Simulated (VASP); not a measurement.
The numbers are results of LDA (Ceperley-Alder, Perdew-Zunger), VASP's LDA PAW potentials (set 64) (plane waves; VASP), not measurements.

A VASP calculation is set up with these files.

POSCAR:
```
CdSe
1
    2.1310975954    -3.6911690810     0.0000000000
    2.1310975954     3.6911690810     0.0000000000
    0.0000000000     0.0000000000     6.9529686647
Cd Se
2 2
Direct
  0.6666670000   0.3333330000   0.5000593563
  0.3333330000   0.6666670000   0.0000593563
  0.6666670000   0.3333330000   0.8759406437
  0.3333330000   0.6666670000   0.3759406437
```

**KPOINTS**
```
Automatic mesh
0
Gamma
6 6 3
0 0 0
```

### INCAR
```
SYSTEM = CdSe
PREC = Accurate
ENCUT = 500
EDIFF = 1E-6
NELM = 100
ALGO = Normal
LREAL = .FALSE.
LASPH = .TRUE.
ISMEAR = 0
SIGMA = 0.05
LMAXMIX = 4
LWAVE = .FALSE.
LCHARG = .FALSE.
IBRION = 2
ISIF = 3
NSW = 40
EDIFFG = -0.02
PSTRESS = 50
```

POTCAR, in this order: Cd Se (LDA.64 set). Program: vasp_std.

The run wrote:

### OSZICAR
```
       N       E                     dE             d eps       ncg     rms          rms(c)
DAV:   1     0.242734685172E+03    0.24273E+03   -0.16743E+04   616   0.142E+03
DAV:   2    -0.142465761603E+01   -0.24416E+03   -0.23803E+03   694   0.354E+02
DAV:   3    -0.141537332721E+02   -0.12729E+02   -0.12694E+02   748   0.805E+01
DAV:   4    -0.142575423358E+02   -0.10381E+00   -0.10379E+00   664   0.735E+00
DAV:   5    -0.142584635918E+02   -0.92126E-03   -0.92122E-03   760   0.609E-01    0.978E+00
DAV:   6    -0.135666141154E+02    0.69185E+00   -0.15891E+00   780   0.135E+01    0.740E+00
DAV:   7    -0.135212513911E+02    0.45363E-01   -0.57658E-01   670   0.437E+00    0.251E+00
DAV:   8    -0.135119214686E+02    0.93299E-02   -0.83025E-02   682   0.322E+00    0.395E-01
DAV:   9    -0.135112679684E+02    0.65350E-03   -0.10218E-02   706   0.135E+00    0.128E-01
DAV:  10    -0.135111330533E+02    0.13492E-03   -0.76565E-04   766   0.366E-01    0.472E-02
DAV:  11    -0.135111480131E+02   -0.14960E-04   -0.79890E-05   700   0.704E-02    0.132E-02
DAV:  12    -0.135111463699E+02    0.16432E-05   -0.23585E-05   724   0.588E-02    0.758E-03
DAV:  13    -0.135111461546E+02    0.21527E-06   -0.28466E-06   550   0.213E-02
   1 F= -.10097433E+02 E0= -.10097433E+02  d E =-.100974E+02
       N       E                     dE             d eps       ncg     rms          rms(c)
DAV:   1    -0.190336399058E+02   -0.55225E+01   -0.11831E+02   664   0.118E+02    0.160E+01
DAV:   2    -0.135122842689E+02    0.55214E+01   -0.19217E+01   658   0.654E+01    0.440E+00
DAV:   3    -0.132173733724E+02    0.29491E+00   -0.20053E+00   622   0.103E+01    0.360E+00
DAV:   4    -0.131791930552E+02    0.38180E-01   -0.67063E-02   664   0.246E+00    0.192E+00
DAV:   5    -0.131611652031E+02    0.18028E-01   -0.23003E-02   658   0.912E-01    0.869E-01
DAV:   6    -0.131603087111E+02    0.85649E-03   -0.37683E-03   664   0.515E-01    0.145E-01
DAV:   7    -0.131603193160E+02   -0.10605E-04   -0.51078E-04   742   0.282E-01    0.456E-02
DAV:   8    -0.131603131627E+02    0.61532E-05   -0.21333E-05   688   0.284E-02    0.133E-02
DAV:   9    -0.131603121527E+02    0.10101E-05   -0.27042E-06   572   0.988E-03    0.220E-03
DAV:  10    -0.131603122014E+02   -0.48757E-07   -0.15155E-07   386   0.338E-03
   2 F= -.10151291E+02 E0= -.10151291E+02  d E =-.538579E-01
       N       E                     dE             d eps       ncg     rms          rms(c)
DAV:   1    -0.143491447448E+02   -0.11888E+01   -0.21260E+01   664   0.548E+01    0.811E+00
DAV:   2    -0.135101964879E+02    0.83895E+00   -0.22686E+00   640   0.211E+01    0.309E+00
DAV:   3    -0.134232102002E+02    0.86986E-01   -0.21735E-01   688   0.442E+00    0.278E+00
DAV:   4    -0.134023740208E+02    0.20836E-01   -0.25575E-02   622   0.931E-01    0.538E-01
DAV:   5    -0.134000661202E+02    0.23079E-02   -0.70917E-03   724   0.106E+00    0.988E-02
DAV:   6    -0.134001152714E+02   -0.49151E-04   -0.87588E-04   664   0.219E-01    0.533E-02
DAV:   7    -0.134001196276E+02   -0.43562E-05   -0.11880E-05   670   0.258E-02    0.238E-02
DAV:   8    -0.134001201382E+02   -0.51056E-06   -0.58410E-06   688   0.129E-02
   3 F= -.10225737E+02 E0= -.10225737E+02  d E =-.128304E+00
```

File OUTCAR:
```
------------------------ aborting loop because EDIFF is reached ----------------------------------------
  FORCE on cell =-STRESS in cart. coord.  units (eV):
  Direction    XX          YY          ZZ          XY          YZ          ZX
  --------------------------------------------------------------------------------------
  Total        3.1425278      3.1425274      3.1646300      0.0000000      0.0000000     -0.0000000
  in kB       49.4982440     49.4982379     49.8463778      0.0000000      0.0000000     -0.0000000
  external PRESSURE =      -0.3857134 kB  Pullay stress =      50.0000000 kB
  volume of cell :      101.72
      direct lattice vectors                 reciprocal lattice vectors
     2.079979588 -3.602630100  0.000000000     0.240386974 -0.138787493  0.000000000
     2.079979588  3.602630100 -0.000000000     0.240386974  0.138787493  0.000000000
    -0.000000000  0.000000000  6.787208264     0.000000000  0.000000000  0.147335983
  FREE ENERGIE OF THE ION-ELECTRON SYSTEM (eV)
  ---------------------------------------------------
  free  energy   TOTEN  =       -13.4001201382 eV

  energy  without entropy=      -13.4001201382  energy(sigma->0) =      -13.40012014
  enthalpy is  TOTEN    =       -10.2257370297 eV   P V=        3.1743831085

 reached required accuracy - stopping structural energy minimisation
```
(Selected blocks of OUTCAR.)

### CONTCAR
```
CdSe
   1.00000000000000
     2.0799795878756364   -3.6026301003332195    0.0000000000000000
     2.0799795878756364    3.6026301003332195   -0.0000000000000000
    -0.0000000000000000    0.0000000000000000    6.7872082644696752
  Cd              Se
     2     2
Direct
     0.6666669999999968    0.3333330000000032    0.5000852991425754
     0.3333330000000032    0.6666669999999968    0.0000852991425755
     0.6666669999999968    0.3333330000000032    0.8759147008574223
     0.3333330000000032    0.6666669999999968    0.3759147008574222
```

Energy and stress use the plane-wave basis of the starting cell.

The compound is CdSe in the wurtzite structure. This run relaxes it under an external pressure of 5 GPa. Symmetry was kept, so distortions that lower it aren't found.
